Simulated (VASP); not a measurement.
Here is the system:

```
Fe
1.0
   -1.42795     1.42795     1.42795
    1.42795    -1.42795     1.42795
    1.42795     1.42795    -1.42795
Fe
1
Direct
  0.00000   0.00000   0.00000
```
Starting moments (μB, in the order of the record's atoms Fe): 2.3.

Level of theory: revPBE GGA, VASP's PBE PAW potentials (set 64) (plane waves; VASP). Run with 520 eV cut-off, 18×18×18 Γ-centred mesh, first-order Methfessel-Paxton smearing of 0.10 eV, potentials Fe.

Problem. Give the stress tensor in GPa (positive for a compressed cell).

Solution. 
```
-1.10   0.00   0.00
 0.00  -1.10   0.00
 0.00   0.00  -1.10
```
The pressure is its mean diagonal, -1.10 GPa.

The compound is Fe in the bcc structure. It was relaxed first.
